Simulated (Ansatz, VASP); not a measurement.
One calculation of LaC, two programs

```
La C
1.0
     0.00000    2.71658    2.71658
     2.71658    0.00000    2.71658
     2.71658    2.71658    0.00000
La C
1 1
Direct
  0.50000 0.50000 0.50000
  0.00000 0.00000 0.00000
```

Alike in both runs: task single point; functional LDA; k mesh 12 × 12 × 12; occupations gaussian, width 0.05 eV; no spin polarisation.

|  | VASP | Ansatz |
| --- | --- | --- |
| version | VASP 6.6.1 | Ansatz 0.2.0 |
| potentials or method | VASP PAW LDA potentials, release 64 (La, C) | scalar-relativistic, plane waves, PAW |
| plane-wave cutoff (eV) | 520 | 420 |
| valence electrons in the cell | 15 | 15 |

```tsv
	VASP	Ansatz	Ansatz less VASP
gap on the k mesh at the Fermi level (eV)	none	none	-
pressure (GPa)	-5.7	-5.7	-0.01
```

A gap of «none» marks a metal or a gap that the smearing closes.

The runs have no spin-orbit coupling, so splittings on La are missing.
